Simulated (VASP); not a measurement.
**Hg3Sb (space group I4/mmm): computed properties**

Computed with PBEsol GGA, VASP's PBE PAW potentials (set 64) (plane waves; VASP 6.6.1).

```
Property                                                                                                Result
----------------------------------  --------------------------------------------------------------------------
space group                                                                                       I4/mmm (139)
cell                                a = 4.297 Å, b = 4.297 Å, c = 10.387 Å, α = 90.00°, β = 90.00°, γ = 90.00°
volume per atom                                                                                  23.98 Å³/atom
band gap (over mesh and band path)                                    none (metal, semimetal or under 0.01 eV)
density                                                                                            12.53 g/cm³
```

Hg$_{3}$Sb has the tetragonal space group I4/mmm (No. 139), Pearson symbol tI8. Cell: a = 4.2973 Å, b = 4.2973 Å, c = 10.3871 Å, α = 90.00°, β = 90.00°, γ = 90.00°. Hg1 on 4d is surrounded by 4 Hg at 3.039 Å and 4 Hg at 3.370 Å and 4 Sb at 3.370 Å. Hg2 on 2b is coordinated by 4 Sb at 3.039 Å and 8 Hg at 3.370 Å. Sb on 2a sees 4 Hg at 3.039 Å and 8 Hg at 3.370 Å. (Neighbours: up to the widest gap in distance over summed covalent radii, below 1.35, at either atom; cation-cation and far metal-metal contacts left out.)
(The calculation used a cell of 4 atoms; values per cell refer to that cell.)

Unless said otherwise, spin-orbit coupling is left out, though it shifts the bands of the heavy elements here.

The structure comes from a computed database's Hg3Sb entry (I4/mmm); how it stands against other phases isn't given here. It was relaxed first, which changed the volume by -9 %. Symmetry was kept, so distortions that lower it aren't found. The electron count is odd and the run is not spin-polarised, which forces a metal.
